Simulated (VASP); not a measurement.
Computed with PBE GGA, VASP's PBE PAW potentials (set 64) (plane waves; VASP 6.6.1).

The input files of a VASP run:

**INCAR**
```
LCHARG=.TRUE.
ENCUT=400
LWAVE=.FALSE.
EDIFF=1E-7   ! SCF stop (eV)
LASPH=.TRUE.   ! aspherical one-centre terms
ALGO=Normal
NELM=100   ! most electronic steps
LMAXMIX=6   ! l cut-off of mixed one-centre charges
ISIF=2
NEDOS=601   ! DOS grid
PREC=Accurate
SYSTEM=AuZn
ISMEAR=-5
LREAL=.FALSE.
LORBIT=11   ! lm-projected
GGA=PE
```

File KPOINTS:
```
K-points
0
G
 13 13 13
```

### POSCAR
```
AuZn
1
    3.1830936767     0.0000000000     0.0000000000
    0.0000000000     3.1830936767     0.0000000000
    0.0000000000     0.0000000000     3.1830936767
Zn Au
1 1
Direct
  0.5000000000   0.5000000000   0.5000000000
  0.0000000000   0.0000000000   0.0000000000
```

POTCAR, in this order: Zn Au (PBE.64 set). Program: vasp_std.

The run wrote:

OSZICAR:
```
       N       E                     dE             d eps       ncg     rms          rms(c)
DAV:   1     0.107867043433E+03    0.10787E+03   -0.10160E+04  2640   0.164E+03
DAV:   2    -0.192358189246E+01   -0.10979E+03   -0.10662E+03  2667   0.302E+02
DAV:   3    -0.517027331565E+01   -0.32467E+01   -0.32387E+01  3059   0.624E+01
DAV:   4    -0.518887032012E+01   -0.18597E-01   -0.18612E-01  2961   0.410E+00
DAV:   5    -0.518909661300E+01   -0.22629E-03   -0.22628E-03  3066   0.457E-01    0.782E+00
DAV:   6    -0.478091420690E+01    0.40818E+00   -0.14486E+00  2583   0.143E+01    0.506E+00
DAV:   7    -0.475689698477E+01    0.24017E-01   -0.31978E-02  3438   0.396E+00    0.273E+00
DAV:   8    -0.474879955269E+01    0.80974E-02   -0.10132E-02  3025   0.119E+00    0.148E-01
DAV:   9    -0.474882821757E+01   -0.28665E-04   -0.42198E-04  2786   0.228E-01    0.785E-02
DAV:  10    -0.474883469798E+01   -0.64804E-05   -0.49745E-05  3157   0.139E-01    0.170E-02
DAV:  11    -0.474883292239E+01    0.17756E-05   -0.15546E-05  2919   0.105E-01    0.379E-03
DAV:  12    -0.474883290904E+01    0.13347E-07   -0.38273E-07  2860   0.134E-02
   1 F= -.47488329E+01 E0= -.47488329E+01  d E =0.000000E+00
```

OUTCAR:
```
------------------------ aborting loop because EDIFF is reached ----------------------------------------
  FORCE on cell =-STRESS in cart. coord.  units (eV):
  Direction    XX          YY          ZZ          XY          YZ          ZX
  --------------------------------------------------------------------------------------
  Total        0.0128895      0.0128895      0.0128895      0.0000000     -0.0000000      0.0000000
  in kB        0.6403216      0.6403216      0.6403216      0.0000000     -0.0000000      0.0000000
  external PRESSURE =       0.6403216 kB  Pullay stress =       0.0000000 kB
  volume of cell :       32.25
      direct lattice vectors                 reciprocal lattice vectors
     3.183093677  0.000000000  0.000000000     0.314159777  0.000000000  0.000000000
     0.000000000  3.183093677  0.000000000     0.000000000  0.314159777  0.000000000
     0.000000000  0.000000000  3.183093677     0.000000000  0.000000000  0.314159777
 POSITION                                       TOTAL-FORCE (eV/Angst)
 -----------------------------------------------------------------------------------
      1.59155      1.59155      1.59155         0.000000      0.000000      0.000000
      0.00000      0.00000      0.00000         0.000000      0.000000      0.000000
 -----------------------------------------------------------------------------------
    total drift:                                0.000000      0.000000     -0.000000
  FREE ENERGIE OF THE ION-ELECTRON SYSTEM (eV)
  ---------------------------------------------------
  free  energy   TOTEN  =        -4.7488329090 eV

  energy  without entropy=       -4.7488329090  energy(sigma->0) =       -4.74883291

 total charge

# of ion       s       p       d       tot
------------------------------------------
    1        0.517   0.422   9.764  10.703
    2        0.613   0.369   8.707   9.690
--------------------------------------------------
tot          1.131   0.791  18.471  20.393
```
(Selected blocks of OUTCAR.)

For a metal the tetrahedron method with Blöchl corrections gives inexact stress and forces.

The compound is AuZn in the CsCl type structure. It was relaxed first. The electron count is odd and the run is not spin-polarised, which forces a metal.
